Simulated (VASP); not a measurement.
Level of theory: PBEsol GGA, VASP's PBE PAW potentials (set 64) (plane waves; VASP).

Input for VASP

**KPOINTS**
```
Automatic mesh
0
Gamma
10 10 10
0 0 0
```

**INCAR**
```
# general
SYSTEM   = BAs
PREC     = Accurate
ENCUT    = 520
LREAL    = F
LASPH    = T

# electronic loop
EDIFF    = 1E-8
NELM     = 100
ALGO     = Normal
LMAXMIX  = 4

# smearing
ISMEAR   = 0
SIGMA    = 0.01

# functional
GGA      = PS

# ions
IBRION   = 8
NSW      = 1

# output
LWAVE    = F
LCHARG   = F

# other
LEPSILON = T
```

POSCAR:
```
BAs
1
   -0.0000000000     2.3888033234     2.3888033234
    2.3888033234     0.0000000000     2.3888033234
    2.3888033234     2.3888033234    -0.0000000000
B As
1 1
Direct
  0.0000000000   0.0000000000   0.0000000000
  0.2500000000   0.2500000000   0.2500000000
```

POTCAR, in this order: B As (PBE.64 set). Program: vasp_std.

The resulting files:

OUTCAR:
```
 ion  position               nearest neighbor table
   1  0.000  0.000  0.000-   2 2.07   2 2.07   2 2.07   2 2.07
   2  0.250  0.250  0.250-   1 2.07   1 2.07   1 2.07   1 2.07
  LATTYP: Found a face centered cubic cell.
 ALAT       =     4.7776066468
 Subroutine PRICEL returns:
 Original cell was already a primitive cell.
 Subroutine GETGRP returns: Found 24 space group operations
The static configuration has the point symmetry T_d .
The dynamic configuration has the point symmetry T_d .
 Subroutine INISYM returns: Found 24 space group operations
 Subroutine IBZKPT returns following result:
 Found     47 irreducible k-points:

 Following reciprocal coordinates:
            Coordinates               Weight
  0.000000  0.000000  0.000000      1.000000
  0.100000  0.000000  0.000000      8.000000
  0.200000  0.000000  0.000000      8.000000
  0.300000  0.000000  0.000000      8.000000
  0.400000  0.000000  0.000000      8.000000
  0.500000  0.000000  0.000000      4.000000
  0.100000  0.100000  0.000000      6.000000
  0.200000  0.100000  0.000000     24.000000
  0.300000  0.100000  0.000000     24.000000
  0.400000  0.100000  0.000000     24.000000
  0.500000  0.100000  0.000000     24.000000
 -0.400000  0.100000  0.000000     24.000000
 -0.300000  0.100000  0.000000     24.000000
 -0.200000  0.100000  0.000000     24.000000
 -0.100000  0.100000  0.000000     12.000000
  0.200000  0.200000  0.000000      6.000000
  0.300000  0.200000  0.000000     24.000000
  0.400000  0.200000  0.000000     24.000000
  0.500000  0.200000  0.000000     24.000000
 -0.400000  0.200000  0.000000     24.000000
 -0.300000  0.200000  0.000000     24.000000
 -0.200000  0.200000  0.000000     12.000000
  0.300000  0.300000  0.000000      6.000000
  0.400000  0.300000  0.000000     24.000000
  0.500000  0.300000  0.000000     24.000000
 -0.400000  0.300000  0.000000     24.000000
 -0.300000  0.300000  0.000000     12.000000
  0.400000  0.400000  0.000000      6.000000
  0.500000  0.400000  0.000000     24.000000
 -0.400000  0.400000  0.000000     12.000000
  0.500000  0.500000  0.000000      3.000000
  0.300000  0.200000  0.100000     24.000000
  0.400000  0.200000  0.100000     48.000000
  0.500000  0.200000  0.100000     48.000000
 -0.400000  0.200000  0.100000     24.000000
  0.400000  0.300000  0.100000     24.000000
  0.500000  0.300000  0.100000     48.000000
 -0.400000  0.300000  0.100000     48.000000
 -0.300000  0.300000  0.100000     48.000000
 -0.200000  0.300000  0.100000     24.000000
 Subroutine IBZKPT_HF returns following result:
   k-points           NKPTS =     47   k-points in BZ     NKDIM =     47   number of bands    NBANDS=      8
   number of dos      NEDOS =    301   number of ions     NIONS =      2
   total plane-waves  NPLWV =  21952
   dimension x,y,z NGX =    28 NGY =   28 NGZ =   28
   dimension x,y,z NGXF=    56 NGYF=   56 NGZF=   56
   ions per type =               1   1
   PREC   = accura    normal or accurate (medium, high low for compatibility)
   ISTART =      0    job   : 0-new  1-cont  2-samecut
   ICHARG =      2    charge: 1-file 2-atom 10-const
   ISPIN  =      1    spin polarized calculation?
   LNONCOLLINEAR =      F non collinear calculations
   LSORBIT =      F    spin-orbit coupling
   INIWAV =      1    electr: 0-lowe 1-rand  2-diag
   ENCUT  =  520.0 eV  38.22 Ry    6.18 a.u.   6.28  6.28  6.28*2*pi/ulx,y,z
   NELM   =    100;   NELMIN=  2; NELMDL= -5     # of ELM steps
   EDIFF  = 0.1E-07   stopping-criterion for ELM
   LREAL  =      F    real-space projection
   NLSPLINE    = F    spline interpolate recip. space projectors
...
```

File OUTCAR:
```


 HEAD OF MICROSCOPIC STATIC DIELECTRIC TENSOR (INDEPENDENT PARTICLE, excluding Hartree and local field effects)
 ------------------------------------------------------
          10.380468     0.000000     0.000000
           0.000000    10.380468     0.000000
           0.000000     0.000000    10.380468
 ------------------------------------------------------

 MACROSCOPIC STATIC DIELECTRIC TENSOR (including local field effects in DFT)
 ------------------------------------------------------
          10.001930    -0.000000     0.000000
          -0.000000    10.001930    -0.000000
           0.000000     0.000000    10.001930
 ------------------------------------------------------

 PIEZOELECTRIC TENSOR (including local field effects)  for field in x, y, z        (e  Angst)
          XX          YY          ZZ          XY          YZ          ZX
  --------------------------------------------------------------------------------
  x     0.00000    -0.00000    -0.00000     0.00000     0.15095     0.00000
  y     0.00000     0.00000     0.00000     0.00000     0.00000     0.15095
  z     0.00000    -0.00000     0.00000     0.15095     0.00000     0.00000

 PIEZOELECTRIC TENSOR (including local field effects)  for field in x, y, z        (C/m^2)
          XX          YY          ZZ          XY          YZ          ZX
  --------------------------------------------------------------------------------
  x     0.00000    -0.00000    -0.00000     0.00000     0.08871     0.00000
  y     0.00000     0.00000     0.00000     0.00000     0.00000     0.08871
  z     0.00000    -0.00000     0.00000     0.08871     0.00000     0.00000

 BORN EFFECTIVE CHARGES (including local field effects) (in |e|, cummulative output)
 ---------------------------------------------------------------------------------
 ion    1
    1    -0.50536     0.00000     0.00000
    2     0.00000    -0.50536     0.00000
    3     0.00000     0.00000    -0.50536
 ion    2
    1     0.50536    -0.00000     0.00000
    2     0.00000     0.50536    -0.00000
    3    -0.00000     0.00000     0.50536
```
(Selected blocks of OUTCAR.)

**OUTCAR**
```
 val. band max:        6.0397566889   @ k =   0.0000   0.0000   0.0000

 cond. band min:       7.1161719874   @ k =   0.4000   0.4000   0.0000


 Fermi energy:         6.1545813240

 k-point     1 :       0.0000    0.0000    0.0000
  band No.  band energies     occupation
      1      -9.3938      2.00000
      2       6.0398      2.00000
      3       6.0398      2.00000
      4       6.0398      2.00000
      5       9.2792      0.00000
      6       9.2792      0.00000
      7       9.2792      0.00000
      8      10.7167      0.00000

 k-point     2 :       0.1000    0.0000    0.0000
  band No.  band energies     occupation
      1      -9.2293      2.00000
      2       4.6343      2.00000
      3       5.7351      2.00000
      4       5.7351      2.00000
      5       9.4238      0.00000
      6       9.6795      0.00000
      7       9.6795      0.00000
      8      11.5860      0.00000

 k-point     3 :       0.2000    0.0000    0.0000
  band No.  band energies     occupation
      1      -8.7439      2.00000
      2       2.2582      2.00000
      3       5.1573      2.00000
      4       5.1573      2.00000
      5       9.2062      0.00000
      6      10.3971      0.00000
      7      10.3971      0.00000
      8      13.1853      0.00000

 k-point     4 :       0.3000    0.0000    0.0000
  band No.  band energies     occupation
      1      -7.9737      2.00000
      2      -0.0417      2.00000
      3       4.6481      2.00000
      4       4.6481      2.00000
      5       8.9342      0.00000
      6      10.7912      0.00000
      7      10.7912      0.00000
      8      14.4062      0.00000

 k-point     5 :       0.4000    0.0000    0.0000
  band No.  band energies     occupation
      1      -7.0510      2.00000
      2      -1.9245      2.00000
      3       4.3219      2.00000
      4       4.3219      2.00000
      5       8.7530      0.00000
      6      10.8075      0.00000
      7      10.8075      0.00000
...
```

The compound is BAs in the zinc blende structure. It was relaxed first.
